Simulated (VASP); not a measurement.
OSZICAR of a VASP run on V:

OSZICAR:
```
       N       E                     dE             d eps       ncg     rms          rms(c)
DAV:   1     0.831688637533E+03    0.83169E+03   -0.38445E+04  3496   0.138E+03
DAV:   2    -0.155388337623E+02   -0.84723E+03   -0.83226E+03  2894   0.534E+02
DAV:   3    -0.549964286739E+02   -0.39458E+02   -0.37632E+02  3912   0.124E+02
DAV:   4    -0.560825988698E+02   -0.10862E+01   -0.10562E+01  3657   0.176E+01
DAV:   5    -0.561157665677E+02   -0.33168E-01   -0.33000E-01  3718   0.279E+00    0.440E+01
DAV:   6    -0.116592531235E+03   -0.60477E+02   -0.51935E+02  4339   0.997E+01    0.646E+01
DAV:   7    -0.793987583040E+02    0.37194E+02   -0.12548E+03  4239   0.937E+01    0.421E+01
DAV:   8    -0.496601203235E+02    0.29739E+02   -0.23544E+02  3885   0.702E+01    0.193E+01
DAV:   9    -0.482217918806E+02    0.14383E+01   -0.30754E+01  3824   0.250E+01    0.159E+01
DAV:  10    -0.472451783004E+02    0.97661E+00   -0.33930E+00  3678   0.131E+01    0.104E+01
DAV:  11    -0.463840438431E+02    0.86113E+00   -0.15876E+00  3514   0.917E+00    0.475E+00
DAV:  12    -0.462764054013E+02    0.10764E+00   -0.21492E-01  3795   0.308E+00    0.382E+00
DAV:  13    -0.461157212823E+02    0.16068E+00   -0.39672E-01  3593   0.568E+00    0.201E+00
DAV:  14    -0.460791526402E+02    0.36569E-01   -0.11770E-01  3251   0.254E+00    0.107E+00
DAV:  15    -0.460724807355E+02    0.66719E-02   -0.10507E-01  3792   0.273E+00    0.604E-01
DAV:  16    -0.460698631424E+02    0.26176E-02   -0.22468E-02  3718   0.145E+00    0.208E-01
DAV:  17    -0.460700005613E+02   -0.13742E-03   -0.81952E-04  3406   0.263E-01    0.213E-01
DAV:  18    -0.460697650569E+02    0.23550E-03   -0.19512E-03  3601   0.362E-01    0.706E-02
DAV:  19    -0.460697458625E+02    0.19194E-04   -0.14385E-04  3403   0.110E-01    0.390E-02
DAV:  20    -0.460698443766E+02   -0.98514E-04   -0.16929E-04  3031   0.776E-02    0.337E-02
DAV:  21    -0.460699211046E+02   -0.76728E-04   -0.99121E-05  2896   0.676E-02    0.191E-02
DAV:  22    -0.460699789511E+02   -0.57846E-04   -0.24705E-05  2220   0.377E-02    0.102E-02
DAV:  23    -0.460700016793E+02   -0.22728E-04   -0.10699E-05  1945   0.244E-02    0.639E-03
DAV:  24    -0.460700193672E+02   -0.17688E-04   -0.81635E-06  1913   0.196E-02    0.523E-03
DAV:  25    -0.460700316451E+02   -0.12278E-04   -0.41449E-06  1839   0.103E-02    0.498E-03
DAV:  26    -0.460700407405E+02   -0.90954E-05   -0.78590E-07  1740   0.678E-03
   1 F= -.46070041E+02 E0= -.46069592E+02  d E =-.460700E+02
       N       E                     dE             d eps       ncg     rms          rms(c)
DAV:   1    -0.460110975202E+02    0.58934E-01   -0.12895E+01  3348   0.526E+01    0.863E-01
DAV:   2    -0.461701332263E+02   -0.15904E+00   -0.12532E+00  3585   0.988E+00    0.278E+00
DAV:   3    -0.461002147074E+02    0.69919E-01   -0.37675E-01  3777   0.532E+00    0.844E-01
DAV:   4    -0.461023478075E+02   -0.21331E-02   -0.94958E-02  3796   0.276E+00    0.822E-01
DAV:   5    -0.460966077315E+02    0.57401E-02   -0.40748E-02  3771   0.196E+00    0.408E-01
DAV:   6    -0.460957222178E+02    0.88551E-03   -0.77430E-03  3772   0.887E-01    0.109E-01
DAV:   7    -0.460956975009E+02    0.24717E-04   -0.65981E-04  3673   0.236E-01    0.294E-02
DAV:   8    -0.460957049186E+02   -0.74176E-05   -0.50066E-05  3215   0.710E-02
   2 F= -.46095705E+02 E0= -.46095935E+02  d E =-.256642E-01
       N       E                     dE             d eps       ncg     rms          rms(c)
DAV:   1    -0.459598374826E+02    0.13586E+00   -0.22907E+01  3348   0.702E+01    0.123E+00
DAV:   2    -0.462510842337E+02   -0.29125E+00   -0.22778E+00  3576   0.134E+01    0.380E+00
DAV:   3    -0.461197107487E+02    0.13137E+00   -0.76194E-01  3802   0.664E+00    0.111E+00
DAV:   4    -0.461297070732E+02   -0.99963E-02   -0.21340E-01  3843   0.404E+00    0.128E+00
DAV:   5    -0.461140021384E+02    0.15705E-01   -0.94616E-02  3811   0.304E+00    0.524E-01
DAV:   6    -0.461126079774E+02    0.13942E-02   -0.13931E-02  3765   0.116E+00    0.159E-01
DAV:   7    -0.461125098030E+02    0.98174E-04   -0.14041E-03  3681   0.365E-01    0.410E-02
DAV:   8    -0.461125189619E+02   -0.91589E-05   -0.11139E-04  3632   0.110E-01    0.123E-02
DAV:   9    -0.461125202438E+02   -0.12819E-05   -0.83721E-06  2147   0.321E-02
   3 F= -.46112520E+02 E0= -.46112953E+02  d E =-.424795E-01
       N       E                     dE             d eps       ncg     rms          rms(c)
DAV:   1    -0.461017997663E+02    0.10719E-01   -0.17709E+00  3348   0.196E+01    0.333E-01
DAV:   2    -0.461276371235E+02   -0.25837E-01   -0.18454E-01  3608   0.397E+00    0.121E+00
DAV:   3    -0.461138904597E+02    0.13747E-01   -0.62510E-02  3768   0.253E+00    0.332E-01
DAV:   4    -0.461138538886E+02    0.36571E-04   -0.11074E-02  3796   0.101E+00    0.269E-01
DAV:   5    -0.461134555249E+02    0.39836E-03   -0.44598E-03  3750   0.647E-01    0.181E-01
DAV:   6    -0.461133002618E+02    0.15526E-03   -0.12948E-03  3734   0.370E-01    0.461E-02
DAV:   7    -0.461132963391E+02    0.39227E-05   -0.10191E-04  3553   0.969E-02    0.979E-03
DAV:   8    -0.461132974087E+02   -0.10696E-05   -0.67593E-06  2043   0.294E-02
   4 F= -.46113297E+02 E0= -.46113693E+02  d E =-.432567E-01
       N       E                     dE             d eps       ncg     rms          rms(c)
DAV:   1    -0.461026813145E+02    0.10615E-01   -0.20458E+00  3348   0.213E+01    0.356E-01
DAV:   2    -0.461455400944E+02   -0.42859E-01   -0.25177E-01  3624   0.493E+00    0.162E+00
DAV:   3    -0.461165161505E+02    0.29024E-01   -0.12249E-01  3832   0.341E+00    0.240E-01
DAV:   4    -0.461171730768E+02   -0.65693E-03   -0.10757E-02  3743   0.910E-01    0.288E-01
DAV:   5    -0.461166020929E+02    0.57098E-03   -0.48376E-03  3740   0.687E-01    0.146E-01
DAV:   6    -0.461165229793E+02    0.79114E-04   -0.73336E-04  3817   0.283E-01    0.485E-02
DAV:   7    -0.461165307233E+02   -0.77440E-05   -0.82018E-05  3386   0.771E-02
   5 F= -.46116531E+02 E0= -.46116854E+02  d E =-.323331E-02
       N       E                     dE             d eps       ncg     rms          rms(c)
DAV:   1    -0.459961827448E+02    0.12034E+00   -0.18355E+01  3348   0.638E+01    0.116E+00
DAV:   2    -0.464138599794E+02   -0.41768E+00   -0.24657E+00  3616   0.158E+01    0.543E+00
DAV:   3    -0.461253609849E+02    0.28850E+00   -0.13274E+00  3808   0.907E+00    0.830E-01
DAV:   4    -0.461315966529E+02   -0.62357E-02   -0.14972E-01  3774   0.308E+00    0.980E-01
DAV:   5    -0.461238933819E+02    0.77033E-02   -0.51952E-02  3763   0.217E+00    0.388E-01
DAV:   6    -0.461234123653E+02    0.48102E-03   -0.40067E-03  3805   0.691E-01    0.133E-01
DAV:   7    -0.461235063390E+02   -0.93974E-04   -0.37150E-04  3413   0.170E-01    0.435E-02
DAV:   8    -0.461235117621E+02   -0.54231E-05   -0.85260E-05  3414   0.848E-02
   6 F= -.46123512E+02 E0= -.46123514E+02  d E =-.102144E-01
       N       E                     dE             d eps       ncg     rms          rms(c)
DAV:   1    -0.455843502794E+02    0.53916E+00   -0.72897E+01  3348   0.127E+02    0.268E+00
DAV:   2    -0.475623222775E+02   -0.19780E+01   -0.10850E+01  3610   0.341E+01    0.123E+01
DAV:   3    -0.461401573593E+02    0.14222E+01   -0.64478E+00  3864   0.174E+01    0.198E+00
DAV:   4    -0.461644494220E+02   -0.24292E-01   -0.91892E-01  3794   0.676E+00    0.212E+00
DAV:   5    -0.461259674769E+02    0.38482E-01   -0.22006E-01  3787   0.423E+00    0.700E-01
DAV:   6    -0.461257426089E+02    0.22487E-03   -0.11887E-02  3483   0.108E+00    0.342E-01
DAV:   7    -0.461257353448E+02    0.72640E-05   -0.20289E-03  3881   0.503E-01    0.107E-01
DAV:   8    -0.461257779617E+02   -0.42617E-04   -0.32254E-04  3993   0.163E-01    0.304E-02
DAV:   9    -0.461257823076E+02   -0.43459E-05   -0.32224E-05  2756   0.444E-02
   7 F= -.46125782E+02 E0= -.46125593E+02  d E =-.124849E-01
       N       E                     dE             d eps       ncg     rms          rms(c)
DAV:   1    -0.460593261301E+02    0.66452E-01   -0.98572E+00  3348   0.469E+01    0.771E-01
DAV:   2    -0.462672647051E+02   -0.20794E+00   -0.12070E+00  3656   0.104E+01    0.351E+00
DAV:   3    -0.461258437031E+02    0.14142E+00   -0.57471E-01  3824   0.753E+00    0.515E-01
DAV:   4    -0.461276702566E+02   -0.18266E-02   -0.31701E-02  3588   0.164E+00    0.453E-01
DAV:   5    -0.461278833613E+02   -0.21310E-03   -0.19286E-02  3779   0.133E+00    0.457E-01
DAV:   6    -0.461266901262E+02    0.11932E-02   -0.86303E-03  3788   0.954E-01    0.149E-01
DAV:   7    -0.461266600039E+02    0.30122E-04   -0.51534E-04  3561   0.197E-01    0.336E-02
DAV:   8    -0.461266614110E+02   -0.14072E-05   -0.61645E-05  3400   0.857E-02
   8 F= -.46126661E+02 E0= -.46126375E+02  d E =-.133640E-01
```

Problem. Which electronic solver shows in the log?

Solution. It is blocked Davidson (ALGO = Normal, or the opening steps of other solvers). The INCAR had ALGO = Normal.

Problem. How was spin treated?

Solution. Without spin polarisation: there is no mag entry.

Problem. Can the final energy be trusted as converged?

Solution. The run converged. It stopped with EDIFF = 1E-5, NELM = 100, NSW = 50 and EDIFFG = -0.03 after 8 ionic steps (PBEsol GGA, plane waves, VASP's PBE PAW potentials (set 64)).

The cell is a thin slab with vacuum, built from V (bcc): (110) face. The run is not spin-polarised, so no magnetic state was tried.
